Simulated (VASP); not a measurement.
VASP inputs for Sr$_{2}$C (strained antifluorite)

INCAR

```
ENCUT = 520
SIGMA = 0.02
LCHARG = .FALSE.
IBRION = -1
PREC = Accurate
LWAVE = .FALSE.
NBANDS = 19
NSW = 0
EDIFF = 1E-7
ALGO = Normal
LASPH = .TRUE.
METAGGA = R2SCAN
ISIF = 2
LREAL = .FALSE.
ISMEAR = -1
NELM = 120
```

KPOINTS

```
KPOINTS created by Atomic Simulation Environment
0
Gamma
6 6 6
0 0 0
```

KPOINTS_OPT

```
special points
7
Reciprocal
0.0000000000 0.0000000000 0.0000000000 1
0.5000000000 0.0000000000 0.5000000000 1
0.6250000000 0.2500000000 0.6250000000 1
0.3750000000 0.3750000000 0.7500000000 1
0.5000000000 0.5000000000 0.5000000000 1
0.5000000000 0.2500000000 0.7500000000 1
0.5000000000 0.5000000000 0.0000000000 1
```

POSCAR

```
C  Sr
 1.0000000000000000
     0.0000000000000000    3.3601424573999998    3.4622907881999998
     3.3601424573999998    0.0000000000000000    3.4622907881999998
     3.3601424573999998    3.3601424573999998    0.0000000000000000
 C   Sr
   1   2
Cartesian
  0.0000000000000000  0.0000000000000000  0.0000000000000000
  1.6800712286999999  1.6800712286999999  1.7311453940999999
  5.0402136860999995  5.0402136860999995  5.1934361822999993
```

VASP ran with the recommended PBE PAW datasets (24 valence electrons in the cell).

Problem. Predict the results.

Solution. gap between bands v and c 0.00 eV; least direct gap 0.00 eV; pressure -0.9 GPa.

Band v is the last that the valence electrons fill when counted band by band, and c is the next. Levels in eV from the top of v:

```csv
point,v−1,v,c,c+1
Γ,-1.37,-1.37,0.07,1.52
X,-0.11,-0.04,0.08,2.30
K,-0.62,-0.16,0.24,2.95
L,-0.67,-0.57,2.19,2.79
W,-1.05,-0.07,0.18,2.82
```
